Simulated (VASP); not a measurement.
A convergence study with VASP on WSe2 (atoms displaced from the space group 194 structure): one setting is varied, all else stays as given below, so the limit is that of these other settings. The cell's lengths are 1 % over those of the tabulated start and one atom is moved, so it is off equilibrium.

```
CELL_PARAMETERS angstrom
      1.65640    -2.86897     0.00000
      1.65640     2.86897     0.00000
      0.00000     0.00000    13.08960
ATOMIC_POSITIONS crystal
  W  0.33333 0.66667 0.25000
  W  0.66667 0.33333 0.75000
  Se 0.33333 0.66667 0.87900
  Se 0.66667 0.33333 0.37900
  Se 0.66667 0.33333 0.12100
  Se 0.35163 0.68496 0.62100
```

Level of theory: PBEsol GGA, VASP's PBE PAW potentials (set 64) (plane waves; VASP 6.6.1). The tightest run used: 1000 eV cut-off, 9×9×2 Γ-centred mesh, Gaussian smearing of 0.050 eV, potentials W_sv Se.

Unless said otherwise, spin-orbit coupling is left out, though it shifts the bands of the heavy elements here. Gaps are read on the run's mesh, which can miss a band edge.

### Question
The settings run are ENCUT = 150; ENCUT = 200; ENCUT = 250; ENCUT = 300; ENCUT = 350; ENCUT = 400; ENCUT = 450; ENCUT = 500; ENCUT = 550; ENCUT = 600; ENCUT = 650; ENCUT = 700; ENCUT = 750; ENCUT = 800; ENCUT = 850; ENCUT = 1000. From which on does the energy per atom stay within 0.01 eV/atom of the tightest run?

### Answer
From ENCUT = 200 on: it is off by 0.0084 there and by no more than 0.01 in any finer run, while ENCUT = 150 is off by 0.0139.
```tsv
setting	E (eV/atom)	pressure (GPa)	largest force (eV/Å)	gap on the mesh (eV)	plane waves	difference judged (eV/atom)
ENCUT = 150	-7.7339	-34.97	0.913	1.086	549	0.0139
ENCUT = 200	-7.7394	-6.97	0.650	1.034	822	0.0084
ENCUT = 250	-7.7467	-4.26	0.658	1.036	1150	0.0011
ENCUT = 300	-7.7468	-4.12	0.660	1.035	1489	0.0010
ENCUT = 350	-7.7468	-4.00	0.660	1.035	1878	0.0010
ENCUT = 400	-7.7473	-3.93	0.661	1.035	2310	0.0005
ENCUT = 450	-7.7475	-3.91	0.661	1.035	2713	0.0003
ENCUT = 500	-7.7476	-3.90	0.661	1.035	3186	0.0002
ENCUT = 550	-7.7476	-3.89	0.661	1.035	3665	0.0001
ENCUT = 600	-7.7477	-3.88	0.661	1.035	4205	0.0001
ENCUT = 650	-7.7477	-3.88	0.662	1.035	4714	0.0000
ENCUT = 700	-7.7478	-3.88	0.662	1.035	5277	0.0000
ENCUT = 750	-7.7478	-3.88	0.662	1.035	5861	0.0000
ENCUT = 800	-7.7478	-3.88	0.662	1.035	6456	0.0000
ENCUT = 850	-7.7478	-3.88	0.662	1.035	7030	0.0000
ENCUT = 1000	-7.7478	-3.88	0.662	1.035	8984	0.0000
```

Left out are rungs that failed or repeat a setting and relaxations that didn't move; long series are thinned to 24 rows.

The compound is WSe2 in the 2H layered structure. The cell was not relaxed at this level, it is distorted from the ideal structure.
